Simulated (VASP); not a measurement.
Data:

```
CELL_PARAMETERS angstrom
      0.00000     1.70031     1.70031
      1.70031     0.00000     1.70031
      1.70031     1.70031     0.00000
ATOMIC_POSITIONS crystal
  Ni 0.00000 0.00000 0.00000
```
Starting moments (μB, in the order of the record's atoms Ni): 0.8.

Calculation: r2SCAN+rVV10, VASP's PBE PAW potentials (set 64) (plane waves; VASP 6.6.1). Numerical set-up: 520 eV cut-off, 18×18×18 Γ-centred mesh, first-order Methfessel-Paxton smearing of 0.10 eV, potentials Ni.

Question: Give the stress tensor in GPa (positive for a compressed cell).

Answer: 
```
15.14   0.00   0.00
 0.00  15.14   0.00
 0.00   0.00  15.14
```
The pressure is its mean diagonal, 15.14 GPa.

The compound is Ni in the fcc structure. This cell is one point of a volume scan, at 0.94 of the reference volume.
